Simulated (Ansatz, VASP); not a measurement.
# Pt3Pb: VASP beside Ansatz

Aim: how closely do two programs agree when they are given the same cell, functional and k mesh?

Main program and level: Ansatz 0.2.0; plane waves, with VASP 6.6.1 beside it; relaxation of cell and atoms at PBEsol.

## Step 1: Set-up

Symmetry: Pm-3m, No. 221, cubic system. The conventional cell has a = 4.058 Å, b = 4.058 Å, c = 4.058 Å, α = 90.00°, β = 90.00°, γ = 90.00°. Pb has 12 Pt at 2.87 Å nearest. Nearest to Pt lie 4 Pb at 2.87 Å and 8 Pt at 2.87 Å. Farther neighbours are not listed.

## Step 2: Ansatz: relaxation of cell and atoms, PBEsol

Ansatz runs on its default PAW (the set named soft_2) files.

The relaxed volume is the usual yardstick between codes: its relative difference is about their pressure difference at one cell divided by the bulk modulus.

File input.yaml:

```yaml
crystal:
  lattice:
    - [4.058, 0.0, 0.0]
    - [0.0, 4.058, 0.0]
    - [0.0, 0.0, 4.058]
  atoms:
    - { symbol: Pb, position: [0.0, 0.0, 0.0] }
    - { symbol: Pt, position: [0.5, 0.5, 0.0] }
    - { symbol: Pt, position: [0.5, 0.0, 0.5] }
    - { symbol: Pt, position: [0.0, 0.5, 0.5] }
hamiltonian:
  xc: pbesol
  pseudopotentials: { kind: paw }
kpoints:
  mp_grid: { grid: [5, 5, 5] }
scf:
  occupations: { method: gaussian, width: 0.05 }
relax:
  f_tol: 0.01
  max_steps: 60
  cell: { stress_tol: 0.05 }
output:
  forces: true
  stress: true
```

Command:

```bash
> ansatz run input.yaml --threads 4 --pin off --max-ram 9216MiB --backend cpu --events-out ev --progress --plain --runs-dir out
```

Numbers of over 12 decimals in the logs are rounded to 6 here.

Log:

```text
Engine: ansatz 0.2.0, aarch64-unknown-linux-gnu
Pseudopotentials: kind: paw
Pseudopotential: Pb, paw, valence charge 14, recommended cutoff 420 eV (normal), Pb.paw.azcp
Pseudopotential: Pt, paw, valence charge 18, recommended cutoff 420 eV (normal), Pt.paw.azcp
Functional definition: PBEsol
  exchange = pbesol_x
  correlation = pbesol_c
Crystal: 4 atoms, lattice volume = 66.825 Å³
Basis set: ecut = 420 eV, 1309 PW (Γ), exchange–correlation on 60×60×60 points (8 copies of the dense FFT grid, shifted against one another)
Bands: 41, of which v1, the nominal top of the filled ones, is band 34 counted from 1 (33 counted from 0)
Symmetry: 48 space group operations
Space group: Pm-3m (ITA 221), of the structure as read, at distance tolerance 4.1e-5 Å
k-points: 10 of 125
Non-local potential: Pb, projectors of the file, l = 0: 2, l = 1: 2, l = 2: 2, l = 3: 2
Non-local potential: Pt, projectors of the file, l = 0: 3, l = 1: 2, l = 2: 2, l = 3: 1
PAW form: soft (Blöchl's): semilocal exchange-correlation on the pseudo side does not see the compensation charge
PAW frozen core: Pb, regenerated for the run's functional, and the local potential with it (the file was generated under x = pbe(κ = 0.804, μ = 0.219515), c = pbe(β = 0.066725))
PAW frozen core: Pt, regenerated for the run's functional, and the local potential with it (the file was generated under x = pbe(κ = 0.804, μ = 0.219515), c = pbe(β = 0.066725))
PAW one-centre angular grid: Pb, 590 points (default); XC on 64 Gauss nodes
PAW one-centre angular grid: Pt, 590 points (default); XC on 64 Gauss nodes
Initial density: superposition of atomic densities (neutral atoms: chi_scale 0, normalization atom), corrected by the library's trained network
Initial wavefunctions: pseudopotential atomic-orbital guess
Functional: x = pbesol(κ = 0.804, μ = 0.123457), c = pbesol(β = 0.046)
SCF iter   1: F=—  HF=-48906.722806 eV  |F-HF|=—  |Δ(HF+E_count)|=         —  Δρ=4.84e-3  dr2=1.11e-2  ethr=1.77e-3  ⟨swp⟩=6.7  Hψ=1603  notcnv=0  defer=1
preconditioner: auto → Resta (q_TF=auto, 2.736 Å⁻¹)  ε∞=7.7  [insulator: Δε(μ)=0.171 eV  Ē_g=11.627 eV  σ=0.050 eV  W_gap=0.81  n_scr=26 (ndim 8)  ℏωp=30.1 eV  f_vac=0.000  D(μ)=1.95/eV (n_scr^D=18)  ε∞_Penn≈7.7]
SCF iter   2: F=—  HF=-48906.721399 eV  |F-HF|=—  |Δ(HF+E_count)|=   1.41e-3  Δρ=2.38e-3  dr2=2.31e-3  ethr=1.63e-5  ⟨swp⟩=2.2  Hψ=679  notcnv=0  defer=8
SCF iter   3: F=—  HF=-48906.721026 eV  |F-HF|=—  |Δ(HF+E_count)|=   3.73e-4  Δρ=3.77e-4  dr2=5.10e-5  ethr=3.39e-6  ⟨swp⟩=2.0  Hψ=542  notcnv=0  defer=9
SCF iter   4: F=—  HF=-48906.721024 eV  |F-HF|=—  |Δ(HF+E_count)|=   2.51e-6  Δρ=5.88e-5  dr2=1.94e-6  ethr=7.51e-8  ⟨swp⟩=2.5  Hψ=719  notcnv=0  defer=9
iter 5 did not close the SCF: its close was put off for the readings that it lacked (scf_convergence_deferred on its scf_iter line)
SCF iter   5: F=-48906.721024 eV  HF=-48906.721024 eV  |F-HF|=2.06e-8  |Δ(HF+E_count)|=   1.04e-7  Δρ=1.18e-5  dr2=7.02e-8  ethr=2.86e-9  ⟨swp⟩=1.1  Hψ=391  notcnv=0  defer=9
SCF iter   6: F=-48906.721024 eV  HF=-48906.721024 eV  |F-HF|=7.57e-10  |Δ(HF+E_count)|=   1.37e-8  Δρ=1.95e-6  dr2=2.00e-9  ethr=1.03e-10  ⟨swp⟩=2.9  Hψ=1517  notcnv=0
SCF 1 converged in 6 iterations: F = -48906.721024 eV  dr2 = 2.00e-9
  greatest PAW one-centre occupation: 1.000 electrons in one spin orbital (limit 2), on the Pt atom at site 2 (counted from 0), in its partial waves of l = 0
relax step   1: F+E_penalty+E_count = -48906.72102356 eV  Δ(F+E_penalty+E_count) = +0.000e0 eV  max|allowed force component| = 7.225e-29 eV/Å  Δτ_max = 0.0000 Å  P = +1.259 GPa  Ω = 66.825 Å³  (6 SCF iters, dr2 threshold 1.00e-7 eV, accepted)
[...]
relax step   2: F+E_penalty+E_count = -48906.71192511 eV  Δ(F+E_penalty+E_count) = +9.098e-3 eV  max|allowed force component| = 2.255e-29 eV/Å  Δτ_max = 0.0000 Å  P = -3.057 GPa  Ω = 68.286 Å³  energy of the carried Pulay correction = -4.321e-4 eV  (6 SCF iters, dr2 threshold 4.00e-7 eV, rejected (line search))
[...]
relax step   3: F+E_penalty+E_count = -48906.72247833 eV  Δ(F+E_penalty+E_count) = -1.455e-3 eV  max|allowed force component| = 8.940e-29 eV/Å  Δτ_max = 0.0000 Å  P = -0.044 GPa  Ω = 67.244 Å³  energy of the carried Pulay correction = -1.251e-4 eV  (7 SCF iters, accepted)
[...]
relax step   4: F+E_penalty+E_count = -48906.72261288 eV  Δ(F+E_penalty+E_count) = -1.345e-4 eV  max|allowed force component| = 1.388e-28 eV/Å  Δτ_max = 0.0000 Å  P = -0.047 GPa  Ω = 67.244 Å³  stress off target by 4.65e-2 GPa  SCF on the basis re-selected at this cell (its energy is not comparable with the rows above)  (8 SCF iters)
basis re-selected at this cell: Δ(F+E_penalty+E_count) = -1.345e-4 eV, ΔP = -0.002 GPa vs the last step (what re-selecting the basis moved, of the pressure what is left beyond the Pulay correction that the steps carried, after the strain that the cell walked since its last selection, with what the two solves' SCF thresholds leave and, on support functions, any second-order correction that the steps lacked; it is no m [...]
SCF converged after 8 iterations
Free energy (F): -48906.722613 eV
Harris-Foulkes:  -48906.722613 eV  (|F-HF|=1.46e-11)
Internal energy: -48906.720164 eV  (E = F + TS)
E sigma→0 (E₀):  -48906.721388 eV
Entropy (-TS):   -0.002449 eV (-0.612 meV/atom)
Fermi energy:    20.836840 eV
--- Per-component energies (eV) ---
  E_band       = -417.664826
  E_kinetic    = 2211.855038
  E_local      = -5547.124542  (includes V_loc(G=0)·N_el)
  E_nonlocal   = 965.610498
  E_hartree    = 2106.453120
  E_xc         = -999.553587
  E_vxc        = -1039.863489  (∫ρ·V_xc dr)
  E_paw        = -38212.995714  (= ΣΔE_a)
  E_vpaw       = -1221.049196  (= ΣTr[D̂ρ^β])
  E_aug_tail   = 0.000626  (compensation charges beyond the density's cutoff)
  E_ewald      = -9431.888663
  E_core_change = 0.923060  (= ΣΔE_core)
  E_smearing   = -0.002449  (= −TS)
  E_closure    = 0.000000  (closes the sum)
  Σ components = -48906.722613   (vs F -48906.722613, Δ=0.00e0)
--- Forces (eV/Å), atoms counted from 1 ---
  atom   1  Pb    -0.00000000    -0.00000000    -0.00000000
  atom   2  Pt    -0.00000000    -0.00000000     0.00000000
  atom   3  Pt     0.00000000     0.00000000     0.00000000
  atom   4  Pt     0.00000000    -0.00000000     0.00000000
  max |Σ_I F_I| component: 2.23e-28 eV/Å
--- Stress (GPa, compression-positive) ---
       -0.046508       0.000000      -0.000000
        0.000000      -0.046508       0.000000
       -0.000000       0.000000      -0.046508
  P = ⅓ Tr σ = -0.0465 GPa (-0.465 kbar)
--- Relaxed structure (3 steps of the walk, 2 accepted, 1 SCFs on fresh bases) ---
  F+E_penalty+E_count = -48906.72261288 eV   max|allowed force component| = 1.388e-28 eV/Å   (the final SCF, on the basis selected at the relaxed cell)
  cell:  # Å, volume = 67.2444 Å³
    - [4.066481, 0, 0]
    - [0, 4.066481, 0.0]
    - [0, 0.0, 4.066481]
  atoms:
    - { symbol: Pb, position: [0, 0, 0] }
    - { symbol: Pt, position: [0.500000, 0.500000, 0] }
    - { symbol: Pt, position: [0.500000, 0, 0.500000] }
    - { symbol: Pt, position: [0, 0.500000, 0.500000] }
```

Wall time 2.4 s (4 threads of Arm Neoverse V2, shared host); peak memory 0.36 GiB; 6.7 s of CPU time.

## Step 3: VASP: relaxation of cell and atoms, PBEsol

The same cell, functional, mesh and smearing now go to VASP, with its own data sets and cutoff.

Lines of VASP's logs that name or quote its potential files are left out, and so is its time.

File INCAR:

```
SYSTEM = Pt3Pb
PREC = Accurate
ENCUT = 350
EDIFF = 1E-06
NELM = 120
ISMEAR = 0
SIGMA = 0.05
LREAL = .FALSE.
ALGO = Normal
GGA = PS
NBANDS = 23
LORBIT = 11
LWAVE = .FALSE.
LCHARG = .FALSE.
KPAR = 4
IBRION = 2
NSW = 40
ISIF = 3
EDIFFG = -0.02
POTIM = 0.4
```

File POSCAR:

```
Pt3Pb
1.0
    4.0580000000      0.0000000000      0.0000000000
    0.0000000000      4.0580000000      0.0000000000
    0.0000000000      0.0000000000      4.0580000000
Pb Pt
1 3
Direct
    0.0000000000      0.0000000000      0.0000000000
    0.5000000000      0.5000000000      0.0000000000
    0.5000000000      0.0000000000      0.5000000000
    0.0000000000      0.5000000000      0.5000000000
```

File KPOINTS:

```
Automatic mesh
0
Gamma
5 5 5
0 0 0
```

Potentials, in the order of the species: Pb and Pt (PBE family, release 64).

Command:

```bash
> mpirun -np 4 vasp_std
```

Log:

```text
[banner, memory and clock lines left out]
running    4 mpi-ranks, on    1 nodes
 distrk:  each k-point on    1 cores,    4 groups
 distr:  one band on    1 cores,    1 groups

 POSCAR found type information on POSCAR PbPt
 POSCAR found :  2 types and       4 ions
|                                                                             |
|               ----> ADVICE to this user running VASP <----                  |
|                                                                             |
|     You enforced a specific xc type in the INCAR file but a different       |
|     [... a line on the potential file left out ...]
|     I HOPE YOU KNOW WHAT YOU ARE DOING!                                     |
|                                                                             |

 LDA part: xc-table for (Slater+PW92), standard interpolation
 POSCAR, INCAR and KPOINTS ok, starting setup
 FFT: planning ... GRIDC
 FFT: planning ... GRID_SOFT
 FFT: planning ... GRID
 WAVECAR not read
 entering main loop
       N       E                     dE             d eps       ncg     rms          rms(c)
DAV:   1     0.139295837958E+03    0.13930E+03   -0.12738E+04   460   0.989E+02
DAV:   2    -0.223651261926E+02   -0.16166E+03   -0.15007E+03   544   0.227E+02
DAV:   3    -0.262784932799E+02   -0.39134E+01   -0.38645E+01   558   0.364E+01
DAV:   4    -0.263107198100E+02   -0.32227E-01   -0.32222E-01   495   0.365E+00
DAV:   5    -0.263112052033E+02   -0.48539E-03   -0.48539E-03   551   0.446E-01    0.205E+01
DAV:   6    -0.254375693332E+02    0.87364E+00   -0.21527E+00   481   0.108E+01    0.106E+01
DAV:   7    -0.253078415046E+02    0.12973E+00   -0.10108E-01   467   0.196E+00    0.410E+00
DAV:   8    -0.252889203750E+02    0.18921E-01   -0.35257E-02   496   0.755E-01    0.716E-01
DAV:   9    -0.252886303671E+02    0.29001E-03   -0.12509E-03   523   0.187E-01    0.481E-01
DAV:  10    -0.252885589683E+02    0.71399E-04   -0.69132E-04   496   0.154E-01    0.499E-02
DAV:  11    -0.252885581953E+02    0.77301E-06   -0.32820E-05   516   0.284E-02    0.427E-02
DAV:  12    -0.252885580544E+02    0.14096E-06   -0.10728E-06   375   0.744E-03
   1 F= -.25288558E+02 E0= -.25287335E+02  d E =-.252886E+02
 curvature:   0.00 expect dE= 0.000E+00 dE for cont linesearch  0.000E+00
 trial: gam= 0.00000 g(F)=  0.000E+00 g(S)=  0.753E-03 ort = 0.000E+00 (trialstep = 0.100E+01)
 search vector abs. value=  0.753E-03
 bond charge predicted
       N       E                     dE             d eps       ncg     rms          rms(c)
DAV:   1    -0.252951829937E+02   -0.66248E-02   -0.12983E-01   460   0.284E+00    0.569E-01
DAV:   2    -0.252885062696E+02    0.66767E-02   -0.19968E-02   460   0.108E+00    0.174E-01
DAV:   3    -0.252883575199E+02    0.14875E-03   -0.54457E-04   460   0.140E-01    0.119E-01
DAV:   4    -0.252883185596E+02    0.38960E-04   -0.86292E-05   490   0.416E-02    0.417E-02
DAV:   5    -0.252883191514E+02   -0.59179E-06   -0.20287E-05   495   0.206E-02    0.252E-02
DAV:   6    -0.252883197388E+02   -0.58740E-06   -0.15422E-06   347   0.770E-03
   2 F= -.25288320E+02 E0= -.25287094E+02  d E =0.238316E-03
 trial-energy change:    0.000238  1 .order    0.000205   -0.000753    0.001164
 step:   0.3689(harm=  0.3929)  dis= 0.00000  next Energy=   -25.288695 (dE=-0.137E-03)
 bond charge predicted
       N       E                     dE             d eps       ncg     rms          rms(c)
DAV:   1    -0.252914111409E+02   -0.30920E-02   -0.51743E-02   460   0.179E+00    0.363E-01
DAV:   2    -0.252887578396E+02    0.26533E-02   -0.79374E-03   460   0.679E-01    0.106E-01
DAV:   3    -0.252887022632E+02    0.55576E-04   -0.21695E-04   460   0.886E-02    0.722E-02
DAV:   4    -0.252886915669E+02    0.10696E-04   -0.34722E-05   490   0.264E-02    0.248E-02
DAV:   5    -0.252886944168E+02   -0.28498E-05   -0.76948E-06   495   0.127E-02    0.158E-02
DAV:   6    -0.252886953135E+02   -0.89670E-06   -0.59649E-07   237   0.479E-03
   3 F= -.25288695E+02 E0= -.25287471E+02  d E =-.137259E-03
 curvature:  -0.20 expect dE=-0.338E-07 dE for cont linesearch -0.338E-07
 trial: gam=-0.01489 g(F)=  0.160E-66 g(S)=  0.172E-06 ort = 0.114E-04 (trialstep = 0.874E+00)
 search vector abs. value=  0.139E-09
 reached required accuracy - stopping structural energy minimisation
```

Parts of OUTCAR (step 3):

```text
ion  position               nearest neighbor table
   1  0.000  0.000  0.000-   2 2.87   3 2.87   4 2.87   3 2.87   4 2.87   2 2.87   4 2.87   4 2.87
                             2 2.87   3 2.87   3 2.87   2 2.87
   2  0.500  0.500  0.000-   1 2.87   3 2.87   4 2.87   3 2.87   4 2.87   1 2.87   3 2.87   3 2.87
                             1 2.87   4 2.87   4 2.87   1 2.87
   3  0.500  0.000  0.500-   1 2.87   2 2.87   4 2.87   1 2.87   2 2.87   2 2.87   4 2.87   2 2.87
                             1 2.87   4 2.87   1 2.87   4 2.87
   4  0.000  0.500  0.500-   1 2.87   2 2.87   3 2.87   1 2.87   2 2.87   1 2.87   3 2.87   1 2.87
                             2 2.87   3 2.87   2 2.87   3 2.87

  LATTYP: Found a simple cubic cell.
 ALAT       =     4.0580000000

 Subroutine GETGRP returns: Found 48 space group operations
 (whereof 48 operations were pure point group operations)

The static configuration has the point symmetry O_h .

 Found     10 irreducible k-points:

   k-points           NKPTS =     10   k-points in BZ     NKDIM =     10   number of bands    NBANDS=     23

   dimension x,y,z NGX =    28 NGY =   28 NGZ =   28
   dimension x,y,z NGXF=    56 NGYF=   56 NGZF=   56

   ENCUT  =  350.0 eV  25.72 Ry    5.07 a.u.   6.19  6.19  6.19*2*pi/ulx,y,z

   NELECT =      34.0000    total number of electrons

 k-points in reciprocal lattice and weights: Automatic mesh
   0.00000000  0.00000000  0.00000000       0.008
   0.20000000  0.00000000  0.00000000       0.048
   0.40000000  0.00000000  0.00000000       0.048
   0.20000000  0.20000000  0.00000000       0.096
   0.40000000  0.20000000  0.00000000       0.192
   0.40000000  0.40000000  0.00000000       0.096
   0.20000000  0.20000000  0.20000000       0.064
   0.40000000  0.20000000  0.20000000       0.192
   0.40000000  0.40000000  0.20000000       0.192
   0.40000000  0.40000000  0.40000000       0.064

 average (electrostatic) potential at core
       1 -37.2575       2 -63.5834       3 -63.5834       4 -63.5834

 E-fermi :  10.0870

 k-point     1 :       0.0000    0.0000    0.0000
  band No.  band energies     occupation
    ...
     12       8.9552      2.00000
     13       9.1254      2.00000
     14       9.1254      2.00000
     15       9.1254      2.00000
     16       9.7246      2.00000
     17      10.2071      0.00069
     18      10.2071      0.00069
     19      10.2071      0.00069
     20      11.7639      0.00000
     21      16.2129      0.00000
    ...

 k-point     2 :       0.2000    0.0000    0.0000
  band No.  band energies     occupation
    ...
     12       8.7119      2.00000
     13       8.8498      2.00000
     14       8.8498      2.00000
     15       8.8916      2.00000
     16       9.3469      2.00000
     17      10.2085      0.00059
     18      11.3242      0.00000
     19      11.3242      0.00000
     20      12.2909      0.00000
     21      16.0135      0.00000
    ...

 k-point     3 :       0.4000    0.0000    0.0000
  band No.  band energies     occupation
    ...
     12       7.8710      2.00000
     13       7.9538      2.00000
     14       7.9538      2.00000
     15       8.1391      2.00000
     16       9.0449      2.00000
     17      10.2101      0.00050
     18      11.4247      0.00000
     19      13.5422      0.00000
     20      13.5422      0.00000
     21      15.6806      0.00000
    ...

  Total        0.0024388      0.0024388      0.0024388      0.0000000      0.0000000     -0.0000000
  in kB        0.0583710      0.0583710      0.0583710      0.0000000      0.0000000     -0.0000000
  external PRESSURE =       0.0583710 kB  Pullay stress =       0.0000000 kB

  energy-cutoff  :      350.00
  volume of cell :       66.94
      direct lattice vectors                 reciprocal lattice vectors
     4.060330263 -0.000000000 -0.000000000     0.246285385  0.000000000 -0.000000000
    -0.000000000  4.060330263 -0.000000000     0.000000000  0.246285385 -0.000000000
     0.000000000  0.000000000  4.060330263     0.000000000  0.000000000  0.246285385

 POSITION                                       TOTAL-FORCE (eV/Angst)
 -----------------------------------------------------------------------------------
      0.00000      0.00000      0.00000        -0.000000     -0.000000      0.000000
      2.03017      2.03017     -0.00000        -0.000000     -0.000000      0.000000
      2.03017      0.00000      2.03017         0.000000      0.000000      0.000000
      0.00000      2.03017      2.03017        -0.000000      0.000000      0.000000
 -----------------------------------------------------------------------------------
    total drift:                                0.000000      0.000000      0.000000

  FREE ENERGIE OF THE ION-ELECTRON SYSTEM (eV)
  ---------------------------------------------------
  free  energy   TOTEN  =       -25.2886953135 eV

  energy  without entropy=      -25.2862472183  energy(sigma->0) =      -25.28747127

 reached required accuracy - stopping structural energy minimisation

 total charge
# of ion       s       p       d       tot
------------------------------------------
    1        1.569   1.840   0.394   3.804
    2        0.586   0.501   8.177   9.264
    3        0.586   0.501   8.177   9.264
    4        0.586   0.501   8.177   9.264
--------------------------------------------------
tot          3.328   3.344  24.924  31.596

[... 3 further parts left out ...]
```

CONTCAR:

```
Pt3Pb
   1.00000000000000
     4.0603302625276685   -0.0000000000000000   -0.0000000000000000
    -0.0000000000000000    4.0603302625276685   -0.0000000000000000
     0.0000000000000000    0.0000000000000000    4.0603302625276685
  Pb              Pt
     1     3
Direct
     0.0000000000000000    0.0000000000000000    0.0000000000000000
     0.5000000000000000    0.5000000000000000    0.0000000000000000
     0.5000000000000000    0.0000000000000000    0.5000000000000000
     0.0000000000000000    0.5000000000000000    0.5000000000000000
```

The data set Pb keeps the semicore shell frozen, which is cheaper and a little less accurate.

## Step 4: Differences

Known differences besides the potentials themselves: both relaxations stop at a tolerance, which leaves soft axes loose, and VASP keeps its plane-wave basis; the data sets hold 68 valence electrons in Ansatz (default PAW (the set named soft_2) files) and 34 in VASP; the cutoff is 420 eV in Ansatz and 350 eV in VASP; Ansatz makes its cores anew for this functional, VASP keeps those of its PBE data sets; VASP leaves aspherical gradient terms in its spheres out (LASPH is not set), Ansatz keeps them; Ansatz adds a Pulay correction to the stress that steers its cell, VASP none. Total energies have different zeros and are not compared.

Compared:

| quantity | Ansatz | VASP | difference |
| --- | --- | --- | --- |
| volume (Å³) | 67.24 | 66.94 | +0.46 % |
| edge a after relaxation, in the typed setting (Å) | 4.066 | 4.060 | +0.15 % |

The walks stopped with -0.05 GPa left in Ansatz and 0.01 GPa in VASP; each walk ends within a tolerance, so the volume difference is uncertain by about these residues over the bulk modulus, most in soft cells.

## Step 5: Outcome

```
difference in volume (relaxation of cell and atoms, PBEsol) : 0.46 %
```

The difference in volume is 0.46 % (relaxation of cell and atoms, PBEsol), within the 1.2 % picked in this series as the mark of a large difference, as far as the stopping tolerances let one tell. Such differences can come from data sets, numerical settings and the points named under the comparisons, not from the functional's error against experiment.

[Lines on the potential files, build, host, timing and source positions are cut from VASP's logs without a mark.]

[Logs are printed without paths, hosts, clocks, repeated set-up lines and the standing remarks that a program may print on its own settings, such as how far it seeks lower states.]

[Hosts, paths, dates, database ids (printed as entryN), source tags and the programs' standing remarks are cut or masked in the printed files.]
